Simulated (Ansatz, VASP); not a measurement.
# HfN in two plane-wave programs

Wanted: the spread between two codes on one cell, functional and k mesh. The cell is taken from a series of runs on this material, whose earlier steps may have relaxed, scaled, displaced or heated it; both programs get it as it stands.

Calculated with Ansatz 0.2.0; plane waves, with VASP 6.6.1 beside it; relaxation of cell and atoms at RPBE and zone-centre phonons at RPBE.

## 1. Starting point

The structure is cubic, space group Fm-3m (No. 225). The conventional cell has a = 4.575 Å, b = 4.575 Å, c = 4.575 Å, α = 90.00°, β = 90.00°, γ = 90.00°. Hf has 6 N at 2.29 Å nearest. Nearest to N lie 6 Hf at 2.29 Å. Farther neighbours and most contacts between anions are not listed.

Coordinates:

```xyz
2
Lattice="0.0000 2.2873 2.2873 2.2873 0.0000 2.2873 2.2873 2.2873 0.0000" Properties=species:S:1:pos:R:3 pbc="T T T"
Hf    0.0000    0.0000    0.0000
N     2.2873    2.2873    2.2873
```

## 2. VASP: relaxation of cell and atoms, RPBE

The relaxed volume is the usual yardstick between codes: in a stiff, nearly cubic crystal its relative difference is about their pressure difference at one cell divided by the bulk modulus.

Lines of VASP's logs that name or quote its potential files are left out, and so is its time.

File INCAR:

```
SYSTEM = HfN
PREC = Accurate
ENCUT = 600
EDIFF = 1E-07
NELM = 120
ISMEAR = 1
SIGMA = 0.2
LREAL = .FALSE.
ALGO = Normal
GGA = RP
NBANDS = 13
LASPH = .TRUE.
LORBIT = 11
LWAVE = .FALSE.
LCHARG = .FALSE.
ISIF = 3
IBRION = 2
NSW = 80
EDIFFG = -0.005
GGA_COMPAT = .FALSE.
NELMIN = 4
KPAR = 2
```

File POSCAR:

```
HfN
1.0
    0.0000000000      2.2872580000      2.2872580000
    2.2872580000      0.0000000000      2.2872580000
    2.2872580000      2.2872580000      0.0000000000
Hf N
1 1
Direct
    0.0000000000      0.0000000000      0.0000000000
    0.5000000000      0.5000000000      0.5000000000
```

File KPOINTS:

```
Automatic mesh
0
Gamma
20 20 20
0 0 0
```

PAW data sets: Hf_pv and N (PBE family, release 64).

Run with:

```bash
$ mpirun -np 2 vasp_std
```

Numbers of over 12 decimals in the logs are rounded to 6 here.

Log:

```text
[banner, memory and clock lines left out]
running    2 mpi-ranks, on    1 nodes
 distrk:  each k-point on    1 cores,    2 groups
 distr:  one band on    1 cores,    1 groups

 POSCAR found type information on POSCAR HfN
 POSCAR found :  2 types and       2 ions
|                                                                             |
|               ----> ADVICE to this user running VASP <----                  |
|                                                                             |
|     You enforced a specific xc type in the INCAR file but a different       |
|     [... a line on the potential file left out ...]
|     I HOPE YOU KNOW WHAT YOU ARE DOING!                                     |
|                                                                             |

 LDA part: xc-table for (Slater+PW92), standard interpolation
 POSCAR, INCAR and KPOINTS ok, starting setup
 FFT: planning ... GRIDC
 FFT: planning ... GRID_SOFT
 FFT: planning ... GRID
 WAVECAR not read
 entering main loop
       N       E                     dE             d eps       ncg     rms          rms(c)
DAV:   1     0.445300760020E+02    0.44530E+02   -0.85838E+03  6656   0.121E+03
DAV:   2    -0.211812400769E+02   -0.65711E+02   -0.61452E+02  8867   0.265E+02
DAV:   3    -0.237363019198E+02   -0.25551E+01   -0.25359E+01  8099   0.440E+01
DAV:   4    -0.237501305584E+02   -0.13829E-01   -0.13817E-01  7374   0.364E+00
DAV:   5    -0.237502390965E+02   -0.10854E-03   -0.10853E-03  8093   0.283E-01    0.453E+01
DAV:   6    -0.208576970106E+02    0.28925E+01   -0.94462E+00  7986   0.243E+01    0.387E+01
DAV:   7    -0.207975579365E+02    0.60139E-01   -0.55654E-01  7116   0.656E+00    0.256E+01
DAV:   8    -0.207832578041E+02    0.14300E-01   -0.14954E-01  7881   0.359E+00    0.704E+00
DAV:   9    -0.207733942608E+02    0.98635E-02   -0.36766E-02  7724   0.156E+00    0.193E+00
DAV:  10    -0.207730950230E+02    0.29924E-03   -0.21343E-03  7964   0.432E-01    0.706E-02
DAV:  11    -0.207730869494E+02    0.80735E-05   -0.88693E-05  7507   0.102E-01    0.551E-02
DAV:  12    -0.207730860106E+02    0.93889E-06   -0.10555E-05  8373   0.269E-02    0.551E-03
DAV:  13    -0.207730856789E+02    0.33170E-06   -0.69254E-07  8118   0.812E-03    0.606E-03
DAV:  14    -0.207730856017E+02    0.77134E-07   -0.47057E-08  3633   0.225E-03
   1 F= -.20773086E+02 E0= -.20772820E+02  d E =-.207731E+02
 curvature:   0.00 expect dE= 0.000E+00 dE for cont linesearch  0.000E+00
 trial: gam= 0.00000 g(F)=  0.180E-60 g(S)=  0.962E-02 ort = 0.000E+00 (trialstep = 0.100E+01)
 search vector abs. value=  0.962E-02
 bond charge predicted
       N       E                     dE             d eps       ncg     rms          rms(c)
DAV:   1    -0.208057028330E+02   -0.32617E-01   -0.96083E-01  6656   0.865E+00    0.316E+00
DAV:   2    -0.207779797809E+02    0.27723E-01   -0.42504E-02  7331   0.183E+00    0.144E+00
DAV:   3    -0.207699135184E+02    0.80663E-02   -0.15301E-02  6936   0.109E+00    0.970E-01
DAV:   4    -0.207694835967E+02    0.42992E-03   -0.15432E-03  8459   0.337E-01    0.569E-01
DAV:   5    -0.207694779888E+02    0.56080E-05   -0.96250E-05  8640   0.799E-02    0.208E-02
DAV:   6    -0.207694778093E+02    0.17946E-06   -0.55268E-06  7161   0.230E-02    0.119E-02
DAV:   7    -0.207694772661E+02    0.54315E-06   -0.20651E-07  7677   0.413E-03    0.879E-03
DAV:   8    -0.207694774760E+02   -0.20983E-06   -0.14360E-08  3628   0.121E-03    0.122E-03
DAV:   9    -0.207694774872E+02   -0.11276E-07   -0.24471E-09  3393   0.448E-04
   2 F= -.20769477E+02 E0= -.20769217E+02  d E =0.360811E-02
 trial-energy change:    0.003608  1 .order    0.003767   -0.009623    0.017157
 step:   0.3676(harm=  0.3593)  dis= 0.00000  next Energy=   -20.774862 (dE=-0.178E-02)
 bond charge predicted
       N       E                     dE             d eps       ncg     rms          rms(c)
DAV:   1    -0.207893546599E+02   -0.19877E-01   -0.38248E-01  6656   0.545E+00    0.200E+00
DAV:   2    -0.207783111374E+02    0.11044E-01   -0.17297E-02  7396   0.116E+00    0.928E-01
DAV:   3    -0.207750818951E+02    0.32292E-02   -0.61333E-03  6916   0.686E-01    0.624E-01
DAV:   4    -0.207748945524E+02    0.18734E-03   -0.68194E-04  8509   0.221E-01    0.356E-01
DAV:   5    -0.207748755118E+02    0.19041E-04   -0.46217E-05  8607   0.560E-02    0.140E-02
DAV:   6    -0.207748749040E+02    0.60771E-06   -0.30374E-06  7201   0.166E-02    0.792E-03
DAV:   7    -0.207748751366E+02   -0.23260E-06   -0.10295E-07  5604   0.299E-03    0.609E-03
DAV:   8    -0.207748749857E+02    0.15094E-06   -0.13731E-08  3468   0.121E-03    0.961E-04
DAV:   9    -0.207748749805E+02    0.51875E-08   -0.12870E-09  3353   0.385E-04
   3 F= -.20774875E+02 E0= -.20774612E+02  d E =-.178938E-02
 curvature:  -0.18 expect dE=-0.472E-09 dE for cont linesearch -0.472E-09
 trial: gam= 0.00000 g(F)=  0.146E-59 g(S)=  0.263E-08 ort =-0.503E-05 (trialstep = 0.874E+00)
 search vector abs. value=  0.273E-08
 reached required accuracy - stopping structural energy minimisation
```

From OUTCAR (step 2):

```text
ion  position               nearest neighbor table
   1  0.000  0.000  0.000-   2 2.29   2 2.29   2 2.29   2 2.29   2 2.29   2 2.29
   2  0.500  0.500  0.500-   1 2.29   1 2.29   1 2.29   1 2.29   1 2.29   1 2.29

  LATTYP: Found a face centered cubic cell.
 ALAT       =     4.5745160000

 Subroutine GETGRP returns: Found 48 space group operations
 (whereof 48 operations were pure point group operations)

The static configuration has the point symmetry O_h .

 Found    256 irreducible k-points:

   k-points           NKPTS =    256   k-points in BZ     NKDIM =    256   number of bands    NBANDS=     13

   dimension x,y,z NGX =    28 NGY =   28 NGZ =   28
   dimension x,y,z NGXF=    56 NGYF=   56 NGZF=   56

   ENCUT  =  600.0 eV  44.10 Ry    6.64 a.u.   6.46  6.46  6.46*2*pi/ulx,y,z

   NELECT =      15.0000    total number of electrons

 k-points in reciprocal lattice and weights: Automatic mesh
   0.00000000  0.00000000  0.00000000       0.000
   0.05000000  0.00000000  0.00000000       0.001
   0.10000000  0.00000000  0.00000000       0.001
   0.15000000  0.00000000  0.00000000       0.001
   0.20000000  0.00000000  0.00000000       0.001
   0.25000000  0.00000000  0.00000000       0.001
   0.30000000  0.00000000  0.00000000       0.001
   0.35000000  0.00000000  0.00000000       0.001
   0.40000000  0.00000000  0.00000000       0.001
[...]
-0.30000000  0.50000000  0.20000000       0.002
  -0.25000000  0.50000000  0.25000000       0.001

 average (electrostatic) potential at core
       1 -35.1046       2 -61.8610

 E-fermi :   8.2987

 k-point     1 :       0.0000    0.0000    0.0000
  band No.  band energies     occupation
    ...
      6       5.2501      2.00000
      7       5.2501      2.00000
      8       7.9523      2.03434
      9       7.9523      2.03434
     10       7.9523      2.03434
     11       9.7776     -0.00000
     12      10.1832     -0.00000
     13      10.1832     -0.00000

 k-point     2 :       0.0500    0.0000    0.0000
  band No.  band energies     occupation
    ...
      6       5.1033      2.00000
      7       5.1033      2.00000
      8       8.0234      2.06517
      9       8.0367      2.06892
     10       8.0367      2.06892
     11       9.9725     -0.00000
     12      10.3723     -0.00000
     13      10.3723     -0.00000

 k-point     3 :       0.1000    0.0000    0.0000
  band No.  band energies     occupation
    ...
      6       4.7337      2.00000
      7       4.7337      2.00000
      8       8.1563      1.92808
      9       8.2660      1.27327
     10       8.2660      1.27327
     11      10.4942     -0.00000
     12      10.8881     -0.00000
     13      10.8881     -0.00000

  Total        0.0001905      0.0001905      0.0001905     -0.0000000      0.0000000      0.0000000
  in kB        0.0128775      0.0128775      0.0128775     -0.0000000      0.0000000      0.0000000
  external PRESSURE =       0.0128775 kB  Pullay stress =       0.0000000 kB

  energy-cutoff  :      600.00
  volume of cell :       23.70
      direct lattice vectors                 reciprocal lattice vectors
     0.000000000  2.279862010  2.279862010    -0.219311519  0.219311519  0.219311519
     2.279862010  0.000000000  2.279862010     0.219311519 -0.219311519  0.219311519
     2.279862010  2.279862010  0.000000000     0.219311519  0.219311519 -0.219311519

 POSITION                                       TOTAL-FORCE (eV/Angst)
 -----------------------------------------------------------------------------------
      0.00000      0.00000      0.00000        -0.000000     -0.000000     -0.000000
      2.27986      2.27986      2.27986         0.000000      0.000000      0.000000
 -----------------------------------------------------------------------------------
    total drift:                                0.000000      0.000000      0.000000

  FREE ENERGIE OF THE ION-ELECTRON SYSTEM (eV)
  ---------------------------------------------------
  free  energy   TOTEN  =       -20.7748749805 eV

  energy  without entropy=      -20.7740847473  energy(sigma->0) =      -20.77461157

 reached required accuracy - stopping structural energy minimisation

 total charge
# of ion       s       p       d       tot
------------------------------------------
    1        0.284   6.531   1.708   8.524
    2        1.235   2.487   0.000   3.722
--------------------------------------------------
tot          1.519   9.018   1.708  12.246

[... 3 further parts left out ...]
```

## 3. Ansatz: relaxation of cell and atoms, RPBE

Ansatz runs on its default PAW (the set named soft_2) files.

The same cell, functional, mesh and smearing now go to Ansatz, which takes its cutoff from its data sets.

File input.yaml:

```yaml
crystal:
  lattice:
    - [0.0, 2.2872580691, 2.2872580691]
    - [2.2872580691, 0.0, 2.2872580691]
    - [2.2872580691, 2.2872580691, 0.0]
  atoms:
    - { symbol: Hf, position: [0.0, 0.0, 0.0] }
    - { symbol: "N", position: [0.5, 0.5, 0.5] }
kpoints:
  mp_grid: { grid: [20, 20, 20] }
hamiltonian:
  xc: rpbe
scf:
  occupations: { method: methfessel_paxton, width: 0.2 }
output:
  forces: true
  stress: true
  eigenvalues: true
relax:
  adjacent_minimum: "off"
  f_tol: 0.001
  max_steps: 60
  cell: { stress_tol: 0.01 }
```

Run with:

```bash
$ ansatz run input.yaml --threads 4 --pin off --max-ram 7168MiB --backend cpu --events-out ev --progress --plain --runs-dir out
```

Log:

```text
Engine: ansatz 0.2.0, aarch64-unknown-linux-gnu
Pseudopotentials: kind: paw
Pseudopotential: Hf, paw, valence charge 26, recommended cutoff 420 eV (normal), Hf.paw.azcp
Pseudopotential: N, paw, valence charge 5, recommended cutoff 420 eV (normal), N.paw.azcp
Functional definition: RPBE
  parameter kappa = 0.804
  parameter beta = 0.066725
  exchange = rpbe_x(kappa = kappa, mu = beta*pi^2/3)
  correlation = pbe_c(beta = beta)
Crystal: 2 atoms, lattice volume = 23.932 Å³
Basis set: ecut = 420 eV, 459 PW (Γ), exchange–correlation on 48×48×48 points (8 copies of the dense FFT grid, shifted against one another)
Bands: 20, of which v1, the nominal top of the filled ones, is band 16 counted from 1 (15 counted from 0)
Symmetry: 48 space group operations
Space group: Fm-3m (ITA 225), of the structure as read, at distance tolerance 2.9e-5 Å
k-points: 256 of 8000
Non-local potential: Hf, projectors of the file, l = 0: 3, l = 1: 2, l = 2: 2, l = 3: 3
Non-local potential: N, projectors of the file, l = 0: 2, l = 1: 2, l = 2: 1
PAW form: soft (Blöchl's): semilocal exchange-correlation on the pseudo side does not see the compensation charge
PAW frozen core: Hf, regenerated for the run's functional, and the local potential with it (the file was generated under x = pbe(κ = 0.804, μ = 0.219515), c = pbe(β = 0.066725))
PAW frozen core: N, regenerated for the run's functional, and the local potential with it (the file was generated under x = pbe(κ = 0.804, μ = 0.219515), c = pbe(β = 0.066725))
PAW one-centre angular grid: Hf, 590 points (default); XC on 64 Gauss nodes
PAW one-centre angular grid: N, 110 points (default); XC on 64 Gauss nodes
Initial density: superposition of atomic densities (neutral atoms: chi_scale 0, normalization atom), corrected by the library's trained network
Initial wavefunctions: pseudopotential atomic-orbital guess
Functional: x = rpbe, c = pbe(β = 0.066725)
SCF iter   1: F=—  HF=-16122.475545 eV  |F-HF|=—  |Δ(HF+E_count)|=         —  Δρ=5.83e-3  dr2=1.03e-2  ethr=1.77e-3  ⟨swp⟩=4.5  Hψ=20199  notcnv=0
preconditioner: auto → Kerker (q_TF=auto, 2.849 Å⁻¹)  [metal: Δε(μ)=0.030 eV  Ē_g=18.917 eV  σ=0.200 eV  W_gap=0.13  n_scr=14 (ndim 8)  ℏωp=40.9 eV  f_vac=0.000  D(μ)=0.72/eV (n_scr^D=0)]
SCF iter   2: F=—  HF=-16122.473332 eV  |F-HF|=—  |Δ(HF+E_count)|=   2.21e-3  S|Δr|=    0.00e0  Δρ=2.34e-3  dr2=1.02e-3  ethr=3.33e-5  ⟨swp⟩=1.8  Hψ=7529  notcnv=0
SCF iter   3: F=—  HF=-16122.473181 eV  |F-HF|=—  |Δ(HF+E_count)|=   1.51e-4  S|Δr|=    0.00e0  Δρ=1.16e-3  dr2=1.68e-4  ethr=3.30e-6  ⟨swp⟩=2.0  Hψ=5733  notcnv=0
SCF iter   4: F=—  HF=-16122.473183 eV  |F-HF|=—  |Δ(HF+E_count)|=   1.54e-6  S|Δr|=    0.00e0  Δρ=1.70e-4  dr2=6.85e-6  ethr=5.41e-7  ⟨swp⟩=2.8  Hψ=9731  notcnv=0
SCF iter   5: F=—  HF=-16122.473159 eV  |F-HF|=—  |Δ(HF+E_count)|=   2.34e-5  S|Δr|=    0.00e0  Δρ=1.01e-4  dr2=7.69e-7  ethr=2.21e-8  ⟨swp⟩=2.9  Hψ=9740  notcnv=0
SCF iter   6: F=—  HF=-16122.473161 eV  |F-HF|=—  |Δ(HF+E_count)|=   1.11e-6  S|Δr|=    0.00e0  Δρ=1.76e-5  dr2=6.28e-8  ethr=3.23e-10  ⟨swp⟩=7.7  Hψ=28567  notcnv=0
SCF iter   7: F=—  HF=-16122.473160 eV  |F-HF|=—  |Δ(HF+E_count)|=   3.41e-7  S|Δr|=    0.00e0  Δρ=6.63e-6  dr2=7.53e-9  ethr=2.03e-10  ⟨swp⟩=5.3  Hψ=20634  notcnv=0
SCF iter   8: F=-16122.473160 eV  HF=-16122.473160 eV  |F-HF|=2.55e-9  |Δ(HF+E_count)|=   8.35e-8  S|Δr|=    0.00e0  Δρ=1.66e-6  dr2=3.86e-10  ethr=2.43e-11  ⟨swp⟩=5.3  Hψ=20065  notcnv=0
SCF 1 converged in 8 iterations: F = -16122.473160 eV  dr2 = 3.86e-10
  greatest PAW one-centre occupation: 0.999 electrons in one spin orbital (limit 2), on the Hf atom at site 0 (counted from 0), in its partial waves of l = 0
relax step   1: F+E_penalty+E_count = -16122.47316010 eV  Δ(F+E_penalty+E_count) = +0.000e0 eV  max|allowed force component| = 3.576e-29 eV/Å  Δτ_max = 0.0000 Å  P = -0.017 GPa  Ω = 23.932 Å³  (8 SCF iters, dr2 threshold 1.00e-7 eV, accepted)
[...]
relax step   2: F+E_penalty+E_count = -16122.47316679 eV  Δ(F+E_penalty+E_count) = -6.685e-6 eV  max|allowed force component| = 8.940e-30 eV/Å  Δτ_max = 0.0000 Å  P = +0.010 GPa  Ω = 23.929 Å³  energy of the carried Pulay correction = +6.624e-6 eV  (4 SCF iters, dr2 threshold 7.44e-10 eV, accepted)
[...]
relax step   3: F+E_penalty+E_count = -16122.47315697 eV  Δ(F+E_penalty+E_count) = +9.813e-6 eV  max|allowed force component| = 4.602e-30 eV/Å  Δτ_max = 0.0000 Å  P = +0.010 GPa  Ω = 23.929 Å³  stress off target by 9.63e-3 GPa  SCF on the basis re-selected at this cell (its energy is not comparable with the rows above)  (5 SCF iters)
basis re-selected at this cell: Δ(F+E_penalty+E_count) = +9.813e-6 eV, ΔP = -0.000 GPa vs the last step (what re-selecting the basis moved, of the pressure what is left beyond the Pulay correction that the steps carried, after the strain that the cell walked since its last selection, with what the two solves' SCF thresholds leave and, on support functions, any second-order correction that the steps lacked; it is no m [...]
SCF converged after 5 iterations
Stability not checked: this state was not tested for a lower state beside it, because cold or Methfessel-Paxton smearing, or corrected tetrahedra, fill the levels in a way that the test cannot read (fill_not_monotonic; see scf.lower_state_search)
Free energy (F): -16122.473157 eV
Harris-Foulkes:  -16122.473157 eV  (|F-HF|=1.09e-11)
Internal energy: -16122.472422 eV  (E = F + TS)
E sigma→0 (E₀):  -16122.472973 eV
Entropy (-TS):   -0.000735 eV (-0.367 meV/atom)
Fermi energy:    23.166558 eV
--- Per-component energies (eV) ---
  E_band       = 155.758610
  E_kinetic    = 554.684971
  E_local      = -4823.094174  (includes V_loc(G=0)·N_el)
  E_nonlocal   = -1201.210491
  E_hartree    = 2280.924205
  E_xc         = -361.573407
  E_vxc        = -343.970390  (∫ρ·V_xc dr)
  E_paw        = -7067.378549  (= ΣΔE_a)
  E_vpaw       = 1407.500195  (= ΣTr[D̂ρ^β])
  E_aug_tail   = 0.000097  (compensation charges beyond the density's cutoff)
  E_ewald      = -5504.620807
  E_core_change = -0.204268  (= ΣΔE_core)
  E_smearing   = -0.000735  (= −TS)
  E_closure    = 0.000000  (closes the sum)
  Σ components = -16122.473157   (vs F -16122.473157, Δ=0.00e0)
--- Forces (eV/Å), atoms counted from 1 ---
  atom   1  Hf    -0.00000000     0.00000000    -0.00000000
  atom   2  N      0.00000000    -0.00000000    -0.00000000
  max |Σ_I F_I| component: 5.52e-30 eV/Å
--- Stress (GPa, compression-positive) ---
        0.009629      -0.000000       0.000000
       -0.000000       0.009629       0.000000
       -0.000000       0.000000       0.009629
  P = ⅓ Tr σ = 0.0096 GPa (0.096 kbar)
--- Band table (eV; the first three rows and the last of 256) ---
  k-point 0: bands = [... 12 lower, 20.1957, 20.1957, 20.1957, 22.8032, 22.8032, 22.8032, 24.5167, 25.0133]
  k-point 1: bands = [... 12 lower, 19.9255, 20.0455, 20.0455, 22.8779, 22.8881, 22.8881, 24.7128, 25.2010]
  k-point 2: bands = [... 12 lower, 19.2801, 19.6697, 19.6697, 23.0160, 23.1175, 23.1175, 25.2362, 25.7120]
  k-point 255: bands = [... 12 lower, 17.1218, 17.6717, 17.6717, 24.2166, 24.2166, 28.2837, 28.3890, 28.9775]
--- Relaxed structure (2 steps of the walk, 2 accepted, 1 SCFs on fresh bases) ---
  F+E_penalty+E_count = -16122.47315697 eV   max|allowed force component| = 4.602e-30 eV/Å   (the final SCF, on the basis selected at the relaxed cell)
  cell:  # Å, volume = 23.9292 Å³
    - [0, 2.287176, 2.287176]
    - [2.287176, 0, 2.287176]
    - [2.287176, 2.287176, 0]
  atoms:
    - { symbol: Hf, position: [0, 0, 0] }
    - { symbol: N, position: [0.5, 0.5, 0.5] }
```

## 4. Side by side

Known differences besides the potentials themselves: the data sets hold 31 valence electrons in Ansatz (on its default PAW (the set named soft_2) files) and 15 in VASP; the cutoff is 420 eV in Ansatz and 600 eV in VASP; Ansatz makes its cores anew for this functional, VASP keeps those of its PBE data sets; Ansatz adds a Pulay correction to the stress that steers its cell, VASP none. Total energies have different zeros and are not compared.

The two programs side by side:

| quantity | Ansatz | VASP | difference |
| --- | --- | --- | --- |
| volume (Å³) | 23.93 | 23.70 | +0.97 % |
| edge a after relaxation, in the typed setting (Å) | 3.235 | 3.224 | +0.32 % |

(Part 1 of 2 ends here.)

[Lines on the potential files, build, host, timing and source positions are cut from VASP's logs without a mark.]

[Logs are printed without paths, hosts, clocks, repeated set-up lines and the standing remarks that a program may print on its own settings, such as how far it seeks lower states.]

[Hosts, paths, dates, database ids (printed as entryN), source tags and the programs' standing remarks are cut or masked in the printed files.]
